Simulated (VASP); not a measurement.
An input for Quantum ESPRESSO's pw.x (written as the equivalent of a VASP run, and not itself run):

```
&CONTROL
  calculation = 'scf'
  pseudo_dir = './pseudo'
  outdir = './out'
  tprnfor = .true.
  tstress = .true.
/
&SYSTEM
  ibrav = 0
  nat = 3
  ntyp = 2
  ecutwfc = 84
  occupations = 'smearing'
  smearing = 'gaussian'
  degauss = 0.003675
  input_dft = 'vdw-df-ob86'
/
&ELECTRONS
  conv_thr = 7.3e-09
  electron_maxstep = 100
/
ATOMIC_SPECIES
  Mg 24.305 Mg.upf
  Ge 72.630 Ge.upf
CELL_PARAMETERS angstrom
     0.0000000    3.2179656    3.2179656
     3.2179656    0.0000000    3.2179656
     3.2179656    3.2179656    0.0000000
ATOMIC_POSITIONS crystal
  Mg   0.2500000  0.2500000  0.2500000
  Mg   0.7500000  0.7500000  0.7500000
  Ge   0.0000000  0.0000000  0.0000000
K_POINTS automatic
  6 6 6 0 0 0
```

Write the VASP files for the same calculation (optB86b-vdW).

Several could match; the one computed here: 
POSCAR:
```
Mg2Ge
4.5508910
  0.0000000000   0.7071067278   0.7071067278
  0.7071067278   0.0000000000   0.7071067278
  0.7071067278   0.7071067278   0.0000000000
Mg Ge
2 1
Direct
  0.2500000000   0.2500000000   0.2500000000
  0.7500000000   0.7500000000   0.7500000000
  0.0000000000   0.0000000000   0.0000000000
```

File KPOINTS:
```
Automatic
0
Gamma
6 6 6
```

### INCAR
```
# general
SYSTEM   = Mg2Ge
PREC     = Accurate
ENCUT    = 520   # plane-wave cut-off (eV)
LREAL    = .FALSE.   # projection in real space or not
LASPH    = .TRUE.   # aspherical one-centre terms

# electronic loop
EDIFF    = 1E-7
NELM     = 100
ALGO     = Normal
LMAXMIX  = 4   # l cut-off of mixed one-centre charges

# smearing
ISMEAR   = 0   # Gaussian
SIGMA    = 0.05

# functional
GGA      = MK
LUSE_VDW = .TRUE.
AGGAC    = 0.0
PARAM1   = 0.1234
PARAM2   = 1.0

# ions
ISIF     = 2   # forces and stress, cell fixed

# output
LWAVE    = .FALSE.
LCHARG   = .FALSE.
```

POTCAR, in this order: Mg Ge_d (PBE.64 set). Program: vasp_std.

The two are equivalent in intent, not identical: the potentials are each code's own (VASP's PAW set, PseudoDojo norm-conserving files in pw.x), so ENCUT and ecutwfc are chosen apart and not converted; conv_thr bounds pw.x's estimated SCF error, while EDIFF bounds the energy change between steps.

The compound is Mg2Ge in the antifluorite structure. This cell is one point of a volume scan, at 1.03 of the reference volume.
